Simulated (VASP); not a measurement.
Write the native input for VASP 6.6.1 that does the following.

```
Task                   : relaxation of cell and atoms
Functional             : PBE
Potentials or basis    : VASP PAW PBE potentials, release 64 (Co, O)
Cutoff                 : 520 eV
k mesh                 : 12 × 12 × 12
Occupations            : gaussian, width 0.02 eV
Spin                   : no spin polarisation
Further INCAR settings : ALGO = Normal; EDIFF = 1e-07; IBRION = 2; EDIFFG = -0.002; NSW = 80; ISIF = 3
```

The structure of CoO lies in POSCAR:

```
CoO
1.0
    0.0000000000      2.1315000000      2.1315000000
    2.1315000000      0.0000000000      2.1315000000
    2.1315000000      2.1315000000      0.0000000000
Co O
1 1
Direct
    0.0000000000      0.0000000000      0.0000000000
    0.5000000000      0.5000000000      0.5000000000
```

One way to write it, as run:

INCAR

```
SYSTEM = CoO
PREC = Accurate ; ENCUT = 520
EDIFF = 1E-7 ; ISMEAR = 0
SIGMA = 0.02 ; LREAL = .False.
LASPH = .True. ; NELM = 60
ALGO = Normal ; ISIF = 3
LWAVE = .False. ; LCHARG = .False.
GGA = PE ; IBRION = 2
NSW = 80 ; EDIFFG = -0.002
```

KPOINTS

```
Automatic mesh
0
Gamma
  12 12 12
  0 0 0
```

Potentials or basis: VASP PAW PBE potentials, release 64 (Co, O).

The run is started by

```bash
$ cat potpaw_PBE.64/Co/POTCAR potpaw_PBE.64/O/POTCAR > POTCAR
$ mpirun -np 1 vasp_std > vasp.out
```

Results of the run:

| Item | Value |
| --- | --- |
| Relaxed volume | 8.61 Å³/atom |
| Relaxed cell | a = 2.899 Å, b = 2.899 Å, c = 2.899 Å, α = 60.00°, β = 60.00°, γ = 60.00° |
| Space group after relaxing (to 0.05 Å) | Fm-3m (No. 225) |
| Energy gained by relaxing | 74.1 meV/atom |
| Ionic steps | 6 |
| Pressure after relaxing | 0.0 GPa |
| Band gap on the k mesh | none (metal or under the smearing width) |

Caveat: the volume moved by -11 % from the deposited cell, more than functionals usually miss; an odd number of electrons without spin polarisation forces a metal; a magnetic or distorted state may lie lower; the run has no spin polarisation, though such a crystal can be magnetic; semilocal functionals often make such compounds metallic where correlation or magnetic order opens a gap, which also shifts bond lengths.

Wall time 37 s on 1 thread of Intel(R) Xeon(R) Platinum 8488C (Sapphire Rapids), on a shared host, peak memory 0.16 GiB.
